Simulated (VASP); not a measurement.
# MgO: what moves the LDA gap besides the functional, part 2 of 2

How far does the LDA gap of MgO depend on cutoff, mesh and cell? The starting structure is a cell with measured lattice constants from the literature and the atomic positions of a Crystallography Open Database entry. Cell and atoms stay as given unless a step says otherwise.

VASP 6.6.1.

Results so far: reference 4.653 eV; cell and atoms relaxed by LDA 5.138 eV; no band path 4.653 eV.

## Step 5: Bands with a cutoff of 640 eV (continued)

Level of this step: LDA; plane waves and PAW (Mg, O) (VASP).

From OUTCAR (step 5):

```text
  Total       -0.9481542     -0.9481542     -0.9481542      0.0000000      0.0000000      0.0000000
  in kB      -81.2712632    -81.2712632    -81.2712632      0.0000000      0.0000000      0.0000000
  external PRESSURE =     -81.2712632 kB  Pullay stress =       0.0000000 kB

 POSITION                                       TOTAL-FORCE (eV/Angst)
 -----------------------------------------------------------------------------------
      0.00000      0.00000      0.00000         0.000000     -0.000000     -0.000000
      2.10640      2.10640      2.10640        -0.000000      0.000000      0.000000
 -----------------------------------------------------------------------------------
    total drift:                                0.000000      0.000000      0.000000

  FREE ENERGIE OF THE ION-ELECTRON SYSTEM (eV)
  ---------------------------------------------------
  free  energy   TOTEN  =       -13.4293053184 eV

  energy  without entropy=      -13.4293053184  energy(sigma->0) =      -13.42930532

[... 1 part as in an earlier step ...]

[... 2 further parts left out ...]
[key lines of the parts left out:]
E-fermi :   3.1620
```

With a cutoff of 640 eV the gap is 4.654 eV, +0.001 eV from the reference.

## Step 6: Bands with a 12×12×12 mesh

Against step 2 the input has a 12×12×12 mesh.

INCAR

```
SYSTEM = MgO
PREC = Accurate
ENCUT = 460
EDIFF = 1E-06
NELM = 100
ISMEAR = 0
SIGMA = 0.03
LREAL = .FALSE.
ALGO = Normal
GGA = CA
NBANDS = 16
LORBIT = 11
LWAVE = .FALSE.
LCHARG = .FALSE.
KPAR = 4
LASPH = .TRUE.
```

POSCAR

```
MgO
1.0
    0.0000000000      2.1064000000      2.1064000000
    2.1064000000      0.0000000000      2.1064000000
    2.1064000000      2.1064000000      0.0000000000
Mg O
1 1
Direct
    0.0000000000      0.0000000000      0.0000000000
    0.5000000000      0.5000000000      0.5000000000
```

KPOINTS

```
Automatic mesh
0
Gamma
12 12 12
0 0 0
```

KPOINTS_OPT

```
Line mode
10
Line-mode
Reciprocal
  0.00000000   0.00000000   0.00000000 GAMMA
  0.50000000   0.00000000   0.50000000 X

  0.50000000   0.00000000   0.50000000 X
  0.50000000   0.25000000   0.75000000 W

  0.50000000   0.25000000   0.75000000 W
  0.37500000   0.37500000   0.75000000 K

  0.37500000   0.37500000   0.75000000 K
  0.00000000   0.00000000   0.00000000 GAMMA

  0.00000000   0.00000000   0.00000000 GAMMA
  0.50000000   0.50000000   0.50000000 L

  0.50000000   0.50000000   0.50000000 L
  0.62500000   0.25000000   0.62500000 U

  0.62500000   0.25000000   0.62500000 U
  0.50000000   0.25000000   0.75000000 W

  0.50000000   0.25000000   0.75000000 W
  0.50000000   0.50000000   0.50000000 L

  0.50000000   0.50000000   0.50000000 L
  0.37500000   0.37500000   0.75000000 K

  0.62500000   0.25000000   0.62500000 U
  0.50000000   0.00000000   0.50000000 X
```

PAW data sets: Mg and O (LDA family, release 64).

Launch:

```console
$ mpirun -np 4 vasp_std
```

What it wrote:

```text
[... set-up lines as in an earlier step ...]
 entering main loop
       N       E                     dE             d eps       ncg     rms          rms(c)
DAV:   1     0.112012808009E+02    0.11201E+02   -0.40009E+03  2624   0.399E+02
DAV:   2    -0.145556864396E+02   -0.25757E+02   -0.25197E+02  3136   0.107E+02
DAV:   3    -0.149943017222E+02   -0.43862E+00   -0.43847E+00  2704   0.110E+01
DAV:   4    -0.149951198787E+02   -0.81816E-03   -0.81815E-03  2976   0.538E-01
[...]
DAV:  10    -0.134285601400E+02    0.17161E-03   -0.30542E-04  2664   0.113E-01    0.101E-02
DAV:  11    -0.134285586847E+02    0.14552E-05   -0.12337E-05  2920   0.162E-02    0.381E-03
DAV:  12    -0.134285586056E+02    0.79128E-07   -0.32780E-07  1400   0.337E-03
   1 F= -.13428559E+02 E0= -.13428559E+02  d E =-.132813E-21
 Start KPOINTS_OPT (optional k-point list driver)
k-point batch [1-72\100]
       N       E                     dE             ncg
DAV:   1     0.360351013454E+03   -0.20914E+05     2568
DAV:   2    -0.142149453224E+04   -0.17818E+04     3176
DAV:   3    -0.145381137517E+04   -0.32317E+02     2696
DAV:   4    -0.145386730704E+04   -0.55932E-01     3056
DAV:   5    -0.145386743756E+04   -0.13052E-03     2680
DAV:   6    -0.145386743793E+04   -0.37250E-06     2464
k-point batch [73-100\100]
       N       E                     dE             ncg
DAV:   1     0.124179018662E+05   -0.97117E+04     1056
DAV:   2     0.117423672485E+05   -0.67553E+03     1264
DAV:   3     0.117316998818E+05   -0.10667E+02     1064
DAV:   4     0.117316817229E+05   -0.18159E-01     1024
DAV:   5     0.117316816800E+05   -0.42933E-04     1056
DAV:   6     0.117316816798E+05   -0.11401E-06      864
```

It took 3.6 s on 4 MPI ranks of Intel Xeon 6975P-C (Granite Rapids), shared host; peak memory 0.54 GiB; 12 s of CPU time.

Parts of OUTCAR (step 6):

```text
  Total       -0.9900170     -0.9900170     -0.9900170      0.0000000      0.0000000      0.0000000
  in kB      -84.8595482    -84.8595482    -84.8595482      0.0000000      0.0000000      0.0000000
  external PRESSURE =     -84.8595482 kB  Pullay stress =       0.0000000 kB

 POSITION                                       TOTAL-FORCE (eV/Angst)
 -----------------------------------------------------------------------------------
      0.00000      0.00000      0.00000         0.000000     -0.000000      0.000000
      2.10640      2.10640      2.10640        -0.000000      0.000000      0.000000
 -----------------------------------------------------------------------------------
    total drift:                               -0.000000     -0.000000      0.000000

  FREE ENERGIE OF THE ION-ELECTRON SYSTEM (eV)
  ---------------------------------------------------
  free  energy   TOTEN  =       -13.4285586056 eV

  energy  without entropy=      -13.4285586056  energy(sigma->0) =      -13.42855861

[... 1 part as in an earlier step ...]

[... 2 further parts left out ...]
[key lines of the parts left out:]
E-fermi :   3.0649
```

With a 12×12×12 mesh the gap is 4.653 eV, +0.000 eV from the reference.

## Step 7: Comparison

```tsv
run	gap (eV)	change (eV)	core minutes
reference	4.653	-	0.187
cell and atoms relaxed by LDA	5.138	0.485	0.187
no band path	4.653	0.0	0.0933
a cutoff of 640 eV	4.654	0.001	0.333
a 12×12×12 mesh	4.653	0.0	0.24
```

Core minutes are wall time times ranks of the run shown, on a shared host.

## Step 8: Summary of results

```yaml
reference_gap: 4.653 eV
gap_with_cell_and_atoms_relaxed_by_lda: 5.138 eV
gap_with_no_band_path: 4.653 eV
gap_with_a_cutoff_of_640_ev: 4.654 eV
gap_with_a_12x12x12_mesh: 4.653 eV
```

What this shows: Among the runs that read a gap along the path, the one with cell and atoms relaxed by LDA moves it most, by +0.485 eV. On finer settings it changes by +0.001 eV with a cutoff of 640 eV and +0.000 eV with a 12×12×12 mesh. The functional's own error isn't tested here. Further runs on this material are not shown.

[Lines on the potential files, build, host, timing and source positions are cut from VASP's logs without a mark.]

[Logs are printed without paths, hosts, clocks, repeated set-up lines and the standing remarks that a program may print on its own settings, such as how far it seeks lower states.]

[Hosts, paths, dates, database ids (printed as entryN), source tags and the programs' standing remarks are cut or masked in the printed files.]
